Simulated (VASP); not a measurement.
All values below come from PBE GGA, VASP's PBE PAW potentials (set 64) (plane waves; VASP 6.6.1).

Input for VASP

File KPOINTS:
```
kpoints
0
gamma
  14 14 14
```

### INCAR
```
# general
SYSTEM   =  HfN
PREC     =  Accurate
ENCUT    =  620
LREAL    =  .False.
LASPH    =  .True.   # aspherical one-centre terms

# electronic loop
EDIFF    =  1E-6
NELM     =  100   # most electronic steps
ALGO     =  Normal
LMAXMIX  =  6   # l cut-off of mixed one-centre charges

# smearing
ISMEAR   =  1   # Methfessel-Paxton
SIGMA    =  0.1   # width (eV)

# functional
GGA      =  PE

# ions
IBRION   =  2   # conjugate gradients
NSW      =  40   # most ionic steps
ISIF     =  3
EDIFFG   =  -0.02
PSTRESS  =  100   # kbar

# output
LWAVE    =  .False.
LCHARG   =  .False.
```

POSCAR:
```
HfN
1
    0.0000000000     2.2412949055     2.2412949055
    2.2412949055    -0.0000000000     2.2412949055
    2.2412949055     2.2412949055     0.0000000000
Hf N
1 1
Direct
  0.0000000000   0.0000000000   0.0000000000
  0.5000000000   0.5000000000   0.5000000000
```

POTCAR, in this order: Hf_pv N (PBE.64 set). Program: vasp_std.

The run wrote:

**OUTCAR**
```
 ion  position               nearest neighbor table
   1  0.000  0.000  0.000-   2 2.24   2 2.24   2 2.24   2 2.24   2 2.24   2 2.24
   2  0.500  0.500  0.500-   1 2.24   1 2.24   1 2.24   1 2.24   1 2.24   1 2.24
  LATTYP: Found a face centered cubic cell.
 ALAT       =     4.4825898110
 Subroutine PRICEL returns:
 Original cell was already a primitive cell.
 Subroutine GETGRP returns: Found 48 space group operations
The static configuration has the point symmetry O_h .
The dynamic configuration has the point symmetry O_h .
 Subroutine INISYM returns: Found 48 space group operations
 Subroutine IBZKPT returns following result:
 Found    104 irreducible k-points:

 Following reciprocal coordinates:
            Coordinates               Weight
  0.000000  0.000000  0.000000      1.000000
  0.071429  0.000000  0.000000      8.000000
  0.142857  0.000000  0.000000      8.000000
  0.214286  0.000000  0.000000      8.000000
  0.285714  0.000000  0.000000      8.000000
  0.357143  0.000000  0.000000      8.000000
  0.428571  0.000000  0.000000      8.000000
  0.500000  0.000000  0.000000      4.000000
  0.071429  0.071429  0.000000      6.000000
  0.142857  0.071429  0.000000     24.000000
  0.214286  0.071429  0.000000     24.000000
  0.285714  0.071429  0.000000     24.000000
  0.357143  0.071429  0.000000     24.000000
  0.428571  0.071429  0.000000     24.000000
  0.500000  0.071429  0.000000     24.000000
 -0.428571  0.071429  0.000000     24.000000
 -0.357143  0.071429  0.000000     24.000000
 -0.285714  0.071429  0.000000     24.000000
 -0.214286  0.071429  0.000000     24.000000
 -0.142857  0.071429  0.000000     24.000000
 -0.071429  0.071429  0.000000     12.000000
  0.142857  0.142857  0.000000      6.000000
  0.214286  0.142857  0.000000     24.000000
  0.285714  0.142857  0.000000     24.000000
...
```

OSZICAR:
```
       N       E                     dE             d eps       ncg     rms          rms(c)
DAV:   1     0.467421054238E+02    0.46742E+02   -0.92827E+03  2296   0.149E+03
DAV:   2    -0.221125548182E+02   -0.68855E+02   -0.65271E+02  3027   0.292E+02
DAV:   3    -0.247105054414E+02   -0.25980E+01   -0.25673E+01  2997   0.492E+01
DAV:   4    -0.247362740026E+02   -0.25769E-01   -0.25618E-01  2841   0.470E+00
DAV:   5    -0.247366956300E+02   -0.42163E-03   -0.42115E-03  3016   0.457E-01    0.517E+01
DAV:   6    -0.217996677358E+02    0.29370E+01   -0.15310E+01  2755   0.297E+01    0.423E+01
DAV:   7    -0.217519109876E+02    0.47757E-01   -0.70762E-01  2609   0.785E+00    0.269E+01
DAV:   8    -0.217432330906E+02    0.86779E-02   -0.12608E-01  2719   0.350E+00    0.673E+00
DAV:   9    -0.217321294931E+02    0.11104E-01   -0.61050E-02  2752   0.183E+00    0.160E+00
DAV:  10    -0.217317725754E+02    0.35692E-03   -0.19250E-03  2691   0.426E-01    0.450E-01
DAV:  11    -0.217317605903E+02    0.11985E-04   -0.34576E-04  2829   0.161E-01    0.437E-02
DAV:  12    -0.217317575985E+02    0.29917E-05   -0.14214E-05  2706   0.405E-02    0.439E-02
DAV:  13    -0.217317569976E+02    0.60096E-06   -0.82223E-07  1594   0.101E-02
   1 F= -.20326304E+02 E0= -.20326148E+02  d E =-.203263E+02
```

File OUTCAR:
```
------------------------ aborting loop because EDIFF is reached ----------------------------------------
  FORCE on cell =-STRESS in cart. coord.  units (eV):
  Direction    XX          YY          ZZ          XY          YZ          ZX
  --------------------------------------------------------------------------------------
  Total        1.3983370      1.3983370      1.3983370     -0.0000000      0.0000000      0.0000000
  in kB       99.4936631     99.4936631     99.4936631     -0.0000000      0.0000000      0.0000000
  external PRESSURE =      -0.5063369 kB  Pullay stress =     100.0000000 kB
  volume of cell :       22.52
      direct lattice vectors                 reciprocal lattice vectors
     0.000000000  2.241294906  2.241294906    -0.223085324  0.223085324  0.223085324
     2.241294906  0.000000000  2.241294906     0.223085324 -0.223085324  0.223085324
     2.241294906  2.241294906  0.000000000     0.223085324  0.223085324 -0.223085324
 POSITION                                       TOTAL-FORCE (eV/Angst)
 -----------------------------------------------------------------------------------
      0.00000      0.00000      0.00000        -0.000000      0.000000     -0.000000
      2.24129      2.24129      2.24129         0.000000     -0.000000      0.000000
 -----------------------------------------------------------------------------------
    total drift:                                0.000000      0.000000      0.000000
  FREE ENERGIE OF THE ION-ELECTRON SYSTEM (eV)
  ---------------------------------------------------
  free  energy   TOTEN  =       -21.7317569976 eV

  energy  without entropy=      -21.7312904829  energy(sigma->0) =      -21.73160149
  enthalpy is  TOTEN    =       -20.3263036794 eV   P V=        1.4054533182

 reached required accuracy - stopping structural energy minimisation
```
(Selected blocks of OUTCAR.)

**OUTCAR**
```
 val. band max:        8.5758758966   @ k =   0.5000   0.2143   0.0000

 cond. band min:       8.6196254467   @ k =   0.3571   0.1429   0.0714


 Fermi energy:         8.5965694606

 k-point     1 :       0.0000    0.0000    0.0000
  band No.  band energies     occupation
      1     -22.4613      2.00000
      2     -22.4613      2.00000
      3     -22.4613      2.00000
      4      -9.0533      2.00000
      5       5.5423      2.00000
      6       5.5423      2.00000
      7       5.5423      2.00000
      8       8.2376      2.00000
      9       8.2376      2.00000
     10       8.2376      2.00000
     11      10.6237      0.00000

 k-point     2 :       0.0714    0.0000    0.0000
  band No.  band energies     occupation
      1     -22.5189      2.00000
      2     -22.4660      2.00000
      3     -22.4660      2.00000
      4      -8.9293      2.00000
      5       5.0208      2.00000
      6       5.2315      2.00000
      7       5.2315      2.00000
      8       8.3821      2.00974
      9       8.4166      2.02890
     10       8.4166      2.02890
     11      10.9974      0.00000

 k-point     3 :       0.1429    0.0000    0.0000
  band No.  band energies     occupation
      1     -22.6764      2.00000
      2     -22.4790      2.00000
      3     -22.4790      2.00000
      4      -8.5779      2.00000
      5       3.9088      2.00000
      6       4.5523      2.00000
      7       4.5523      2.00000
      8       8.6225      0.57667
      9       8.8795     -0.00047
     10       8.8795     -0.00047
     11      11.9105      0.00000

 k-point     4 :       0.2143    0.0000    0.0000
  band No.  band energies     occupation
      1     -22.8948      2.00000
      2     -22.4977      2.00000
      3     -22.4977      2.00000
      4      -8.0558      2.00000
      5       2.6703      2.00000
      6       3.8191      2.00000
      7       3.8191      2.00000
      8       8.9546     -0.00001
      9       9.5626     -0.00000
...
```

Unless said otherwise, spin-orbit coupling is left out, though it shifts the bands of the heavy elements here.

The compound is HfN in the rock salt structure. It was relaxed first under an external pressure of 10 GPa. The electron count is odd and the run is not spin-polarised, which forces a metal.
